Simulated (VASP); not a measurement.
Level of theory: PBE GGA with D3 dispersion (Becke-Johnson damping), VASP's PBE PAW potentials (set 64) (plane waves; VASP 6.6.1).

VASP input:

**INCAR**
```
SYSTEM = PbO
PREC = Normal
ENCUT = 500
EDIFF = 1E-5
NELM = 100
ALGO = Fast
LREAL = .FALSE.
LASPH = .TRUE.
ISMEAR = 0
SIGMA = 0.05
GGA = PE
IVDW = 12
LMAXMIX = 4
LWAVE = .FALSE.
LCHARG = .FALSE.
NELMIN = 4
IBRION = 2
ISIF = 2
NSW = 20
EDIFFG = -0.03
```

File POSCAR:
```
PbO
1
    4.0347454538     0.0000000000     0.0000000000
    0.0000000000     4.0347454538     0.0000000000
    0.0000000000     0.0000000000     5.0184465296
Pb O
2 2
Direct
  0.5000000000   0.0000000000   0.7650000000
  0.0000000000   0.5000000000   0.2350000000
  0.5000000000   0.5000000000   0.0000000000
  0.0000000000   0.0000000000   0.0000000000
```

KPOINTS:
```
Automatic mesh
0
Gamma
7 7 6
0 0 0
```

POTCAR, in this order: Pb_d O (PBE.64 set). Program: vasp_std.

The run wrote:

File OSZICAR:
```
       N       E                     dE             d eps       ncg     rms          rms(c)
DAV:   1     0.447340363686E+03    0.44734E+03   -0.19723E+04  1920   0.191E+03
DAV:   2     0.323227673788E+02   -0.41502E+03   -0.40836E+03  2016   0.492E+02
DAV:   3    -0.243233340894E+02   -0.56646E+02   -0.55648E+02  2640   0.192E+02
DAV:   4    -0.261055331082E+02   -0.17822E+01   -0.17812E+01  2072   0.392E+01
DAV:   5    -0.261689908015E+02   -0.63458E-01   -0.63451E-01  2776   0.712E+00    0.124E+01
RMM:   6    -0.215924356751E+02    0.45766E+01   -0.22382E+01  2243   0.232E+01    0.492E+00
RMM:   7    -0.214620439214E+02    0.13039E+00   -0.21584E+00  1969   0.120E+01    0.231E+00
RMM:   8    -0.214632335330E+02   -0.11896E-02   -0.66238E-01  2097   0.564E+00    0.850E-01
RMM:   9    -0.214644380234E+02   -0.12045E-02   -0.21620E-01  2318   0.327E+00    0.248E-01
RMM:  10    -0.214669133193E+02   -0.24753E-02   -0.39210E-02  2416   0.127E+00    0.185E-01
RMM:  11    -0.214676053218E+02   -0.69200E-03   -0.55282E-03  2264   0.677E-01    0.722E-02
RMM:  12    -0.214675930747E+02    0.12247E-04   -0.22843E-03  2360   0.371E-01    0.320E-02
RMM:  13    -0.214676182530E+02   -0.25178E-04   -0.53332E-04  2135   0.151E-01    0.107E-02
RMM:  14    -0.214676281004E+02   -0.98474E-05   -0.12509E-04  1900   0.100E-01    0.445E-03
RMM:  15    -0.214676295214E+02   -0.14211E-05   -0.27360E-05  1253   0.531E-02
   1 F= -.22396450E+02 E0= -.22396450E+02  d E =-.223964E+02
       N       E                     dE             d eps       ncg     rms          rms(c)
DAV:   1    -0.214674153560E+02    0.21274E-03   -0.98610E-01  2480   0.551E+00    0.892E-02
RMM:   2    -0.214684250257E+02   -0.10097E-02   -0.12617E-02  1963   0.148E+00    0.549E-02
RMM:   3    -0.214690930889E+02   -0.66806E-03   -0.70535E-03  2631   0.735E-01    0.303E-02
RMM:   4    -0.214691482437E+02   -0.55155E-04   -0.62708E-04  2417   0.206E-01    0.189E-02
RMM:   5    -0.214691530673E+02   -0.48236E-05   -0.61624E-05  1501   0.689E-02
   2 F= -.22398208E+02 E0= -.22398208E+02  d E =-.175856E-02
```

### OUTCAR
```
------------------------ aborting loop because EDIFF is reached ----------------------------------------
 Edisp (eV)   -0.92906
  FORCE on cell =-STRESS in cart. coord.  units (eV):
  Direction    XX          YY          ZZ          XY          YZ          ZX
  --------------------------------------------------------------------------------------
  Total       0.00319     0.00319    -0.01685     0.00000    -0.00000     0.00000
  in kB       0.06261     0.06261    -0.33052     0.00000    -0.00000     0.00000
  external pressure =       -0.07 kB  Pullay stress =        0.00 kB
  volume of cell :       81.70
      direct lattice vectors                 reciprocal lattice vectors
     4.034745454  0.000000000  0.000000000     0.247847110  0.000000000  0.000000000
     0.000000000  4.034745454  0.000000000     0.000000000  0.247847110  0.000000000
     0.000000000  0.000000000  5.018446530     0.000000000  0.000000000  0.199264851
 POSITION                                       TOTAL-FORCE (eV/Angst)
 -----------------------------------------------------------------------------------
      2.01737      0.00000      3.83086        -0.000000     -0.000000     -0.026685
      0.00000      2.01737      1.18759         0.000000     -0.000000      0.026685
      2.01737      2.01737      5.01845         0.000000      0.000000     -0.000000
      0.00000      4.03475      5.01845        -0.000000     -0.000000     -0.000000
 -----------------------------------------------------------------------------------
    total drift:                                0.000000      0.000000      0.000000
  FREE ENERGIE OF THE ION-ELECTRON SYSTEM (eV)
  ---------------------------------------------------
  free  energy   TOTEN  =       -22.3982083815 eV

  energy  without entropy=      -22.3982083815  energy(sigma->0) =      -22.39820838

 reached required accuracy - stopping structural energy minimisation
```
(Selected blocks of OUTCAR.)

### CONTCAR
```
PbO
   1.00000000000000
     4.0347454538000003    0.0000000000000000    0.0000000000000000
     0.0000000000000000    4.0347454538000003    0.0000000000000000
     0.0000000000000000    0.0000000000000000    5.0184465296000003
  Pb              O
     2     2
Direct
     0.5000000000000000    0.0000000000000000    0.7633547881195843
     0.0000000000000000    0.5000000000000000    0.2366452118804157
     0.5000000000000000    0.5000000000000000    1.0000000000000000
     0.0000000000000000    1.0000000000000000    1.0000000000000000
```

The compound is PbO in the litharge structure. This run relaxes the ions in a fixed cell. Symmetry was kept, so distortions that lower it aren't found.
